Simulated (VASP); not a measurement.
Calculation: r2SCAN+rVV10, VASP's PBE PAW potentials (set 64) (plane waves; VASP).

The input files of a VASP run:

**INCAR**
```
LMIXTAU = .TRUE.
LREAL = .FALSE.
EDIFF = 1E-7
METAGGA = R2SCAN
LASPH = .TRUE.   # aspherical one-centre terms
LEFG = .TRUE.
NEDOS = 601   # DOS grid
LWAVE = .FALSE.
LMAXMIX = 4   # l cut-off of mixed one-centre charges
ALGO = Normal   # blocked Davidson
ISMEAR = -5   # tetrahedra, Bloechl
LORBIT = 11
ENCUT = 520
BPARAM = 11.95
LCHARG = .FALSE.
ISIF = 2   # forces and stress, cell fixed
PREC = Accurate
SYSTEM = SrTiO3
CPARAM = 0.0093
NELM = 100   # most electronic steps
LUSE_VDW = .TRUE.
```

### KPOINTS_OPT
```
k-points along high-symmetry lines
10
Line-mode
Reciprocal
  0.000000   0.000000   0.000000 ! GAMMA
  0.000000   0.500000   0.000000 ! X

  0.000000   0.500000   0.000000 ! X
  0.500000   0.500000   0.000000 ! M

  0.500000   0.500000   0.000000 ! M
  0.000000   0.000000   0.000000 ! GAMMA

  0.000000   0.000000   0.000000 ! GAMMA
  0.500000   0.500000   0.500000 ! R

  0.500000   0.500000   0.500000 ! R
  0.000000   0.500000   0.000000 ! X

  0.500000   0.500000   0.500000 ! R
  0.500000   0.500000   0.000000 ! M
```

**KPOINTS**
```
Automatic
0
G
  6 6 6
0 0 0
```

**POSCAR**
```
SrTiO3
3.9038910
  1.0000000349   0.0000000000   0.0000000000
  0.0000000000   1.0000000349   0.0000000000
  0.0000000000   0.0000000000   1.0000000349
Sr Ti O
1 1 3
direct
  0.0000000000   0.0000000000   0.0000000000
  0.5000000000   0.5000000000   0.5000000000
  0.5000000000   0.0000000000   0.5000000000
  0.0000000000   0.5000000000   0.5000000000
  0.5000000000   0.5000000000   0.0000000000
```

POTCAR, in this order: Sr_sv Ti_sv O (PBE.64 set). Program: vasp_std.

Output

OSZICAR:
```
       N       E                     dE             d eps       ncg     rms          rms(c)
DAV:   1     0.445901118494E+03    0.44590E+03   -0.22332E+04   960   0.189E+03
DAV:   2    -0.406352226304E+02   -0.48654E+03   -0.47874E+03  1216   0.524E+02
DAV:   3    -0.831146552138E+02   -0.42479E+02   -0.42436E+02  1416   0.152E+02
DAV:   4    -0.851498841085E+02   -0.20352E+01   -0.20342E+01  1392   0.284E+01
DAV:   5    -0.852163675181E+02   -0.66483E-01   -0.66471E-01  1336   0.422E+00    0.275E+01
DAV:   6    -0.626379182589E+02    0.22578E+02   -0.45300E+01  1424   0.781E+01    0.140E+01
DAV:   7    -0.616083531063E+02    0.10296E+01   -0.42177E+00  1136   0.141E+01    0.706E+00
DAV:   8    -0.655303913688E+02   -0.39220E+01   -0.13272E+00  1160   0.112E+01    0.230E+00
DAV:   9    -0.613053989453E+02    0.42250E+01   -0.11823E+00  1064   0.928E+00    0.131E+00
DAV:  10    -0.621259745426E+02   -0.82058E+00   -0.25714E-01  1152   0.441E+00    0.906E-01
DAV:  11    -0.621260995343E+02   -0.12499E-03   -0.71785E-03  1496   0.654E-01    0.659E-01
DAV:  12    -0.623684657925E+02   -0.24237E+00   -0.85773E-02   976   0.308E+00    0.265E-01
DAV:  13    -0.623687495903E+02   -0.28380E-03   -0.66800E-03  1088   0.866E-01    0.119E-01
DAV:  14    -0.623719135037E+02   -0.31639E-02   -0.25409E-03  1216   0.531E-01    0.105E-01
DAV:  15    -0.623717429944E+02    0.17051E-03   -0.63759E-04  1288   0.299E-01    0.563E-02
DAV:  16    -0.623726564493E+02   -0.91345E-03   -0.28210E-04   968   0.165E-01    0.192E-02
DAV:  17    -0.623726868490E+02   -0.30400E-04   -0.95211E-05  1056   0.113E-01    0.885E-03
DAV:  18    -0.623727158410E+02   -0.28992E-04   -0.27806E-05  1144   0.580E-02    0.410E-03
DAV:  19    -0.623727168224E+02   -0.98142E-06   -0.30318E-06  1400   0.151E-02    0.221E-03
DAV:  20    -0.623727165476E+02    0.27486E-06   -0.40435E-07   976   0.660E-03    0.109E-03
DAV:  21    -0.623727168387E+02   -0.29110E-06   -0.12902E-07   688   0.390E-03    0.825E-04
DAV:  22    -0.623727172628E+02   -0.42409E-06   -0.21001E-07   544   0.498E-03    0.487E-04
DAV:  23    -0.623727172665E+02   -0.37653E-08   -0.24761E-08   488   0.167E-03
   1 F= -.62372717E+02 E0= -.62372717E+02  d E =0.000000E+00
       N       E                     dE             ncg
       N       E                     dE             ncg
       N       E                     dE             ncg
```

OUTCAR:
```
------------------------ aborting loop because EDIFF is reached ----------------------------------------
  FORCE on cell =-STRESS in cart. coord.  units (eV):
  Direction    XX          YY          ZZ          XY          YZ          ZX
  --------------------------------------------------------------------------------------
  Total        0.0050246      0.0050246      0.0050246      0.0000000     -0.0000000      0.0000000
  in kB        0.1353060      0.1353060      0.1353060      0.0000000     -0.0000000      0.0000000
  external PRESSURE =       0.1353060 kB  Pullay stress =       0.0000000 kB
  volume of cell :       59.50
      direct lattice vectors                 reciprocal lattice vectors
     3.903891136  0.000000000  0.000000000     0.256154684  0.000000000  0.000000000
     0.000000000  3.903891136  0.000000000     0.000000000  0.256154684  0.000000000
     0.000000000  0.000000000  3.903891136     0.000000000  0.000000000  0.256154684
 POSITION                                       TOTAL-FORCE (eV/Angst)
 -----------------------------------------------------------------------------------
      0.00000      0.00000      0.00000         0.000000      0.000000      0.000000
      1.95195      1.95195      1.95195         0.000000      0.000000      0.000000
      1.95195      0.00000      1.95195         0.000000      0.000000      0.000000
      0.00000      1.95195      1.95195         0.000000      0.000000      0.000000
      1.95195      1.95195      0.00000         0.000000      0.000000      0.000000
 -----------------------------------------------------------------------------------
    total drift:                                0.000000      0.000000     -0.000000
  FREE ENERGIE OF THE ION-ELECTRON SYSTEM (eV)
  ---------------------------------------------------
  free  energy   TOTEN  =       -62.3727172665 eV

  energy  without entropy=      -62.3727172665  energy(sigma->0) =      -62.37271727

 total charge

# of ion       s       p       d       tot
------------------------------------------
    1        1.998   5.881   0.187   8.066
    2        2.227   6.321   1.691  10.238
    3        1.568   3.520   0.000   5.088
    4        1.568   3.520   0.000   5.088
    5        1.568   3.520   0.000   5.088
--------------------------------------------------
tot          8.928  22.763   1.878  33.569

 Electric field gradients after diagonalization (V/A^2)
 (convention: |V_zz| > |V_xx| > |V_yy|)
----------------------------------------------------------------------
 ion       V_xx      V_yy      V_zz     asymmetry (V_yy - V_xx)/ V_zz
----------------------------------------------------------------------
   1      -0.000    -0.000    -0.000      -0.362
   2       0.000     0.000    -0.000       0.203
   3      -7.036    -7.036    14.073       0.000
   4      -7.036    -7.036    14.073       0.000
   5      -7.036    -7.036    14.073       0.000
```
(Selected blocks of OUTCAR.)

### OUTCAR
```
 val. band max:        3.8431362256   @ k =   0.5000   0.5000   0.5000

 cond. band min:       6.1141982581   @ k =   0.0000   0.0000   0.0000


 Fermi energy:         3.9021031898

 k-point     1 :       0.0000    0.0000    0.0000
  band No.  band energies     occupation
      1     -54.8115      2.00000
      2     -30.0122      2.00000
      3     -30.0122      2.00000
      4     -30.0122      2.00000
      5     -29.9861      2.00000
      6     -14.5813      2.00000
      7     -13.6352      2.00000
      8     -13.6352      2.00000
      9     -11.3693      2.00000
     10     -11.3693      2.00000
     11     -11.3693      2.00000
     12       0.9277      2.00000
     13       0.9277      2.00000
     14       0.9277      2.00000
     15       2.6234      2.00000
     16       2.6234      2.00000
     17       2.6234      2.00000
     18       3.4598      2.00000
     19       3.4598      2.00000
     20       3.4598      2.00000
     21       6.1142      0.00000
     22       6.1142      0.00000
     23       6.1142      0.00000
     24       8.4551      0.00000

 k-point     2 :       0.1667    0.0000    0.0000
  band No.  band energies     occupation
      1     -54.8111      2.00000
      2     -30.0694      2.00000
      3     -30.0115      2.00000
      4     -30.0115      2.00000
      5     -29.9430      2.00000
      6     -14.5825      2.00000
      7     -13.6262      2.00000
      8     -13.6114      2.00000
      9     -11.3574      2.00000
     10     -11.3574      2.00000
     11     -11.2253      2.00000
     12       0.5683      2.00000
     13       0.9144      2.00000
     14       0.9144      2.00000
     15       2.3029      2.00000
     16       2.3029      2.00000
     17       2.3974      2.00000
     18       2.7037      2.00000
     19       3.3115      2.00000
     20       3.3115      2.00000
     21       6.1541      0.00000
     22       6.6706      0.00000
     23       6.6706      0.00000
     24       8.4609      0.00000
...
```

The compound is SrTiO3 in the cubic perovskite structure, the ideal cubic form; the compound distorts at low or room temperature. It was relaxed first.
